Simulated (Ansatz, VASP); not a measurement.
## Au3SI in VASP and in Ansatz

```
I S Au
1.0
     6.08000    0.00000    0.00000
     0.00000    6.08000    0.00000
     0.00000    0.00000    6.08000
I S Au
1 1 3
Direct
  0.00000 0.00000 0.00000
  0.50000 0.50000 0.50000
  0.50000 0.50000 0.00000
  0.50000 0.00000 0.50000
  0.00000 0.50000 0.50000
```

The cell comes from a database or a generator and needn't be the stable form of this composition.

Alike in both runs: task single point; functional PBEsol; k mesh 4 × 4 × 4; occupations gaussian, width 0.05 eV; no spin polarisation.

```csv
,VASP,Ansatz
version,VASP 6.6.1,Ansatz 0.2.0
potentials or method,"VASP PAW PBE potentials, release 64 (I, S, Au)","scalar-relativistic, plane waves, PAW"
plane-wave cutoff (eV),520,420
valence electrons in the cell,46,80
```

|  | VASP | Ansatz | Ansatz less VASP |
| --- | --- | --- | --- |
| gap on the k mesh at the Fermi level (eV) | none | none | - |
| pressure (GPa) | -8.0 | -7.9 | +0.02 |

A gap of «none» marks a metal or a gap that the smearing closes. The two sets of potentials don't hold the same shells in valence.

Caveats: the PAW data sets were made with another functional, which shifts forces and pressure a little (VASP). Spin-orbit coupling is left out, which matters for the levels of Au, I.
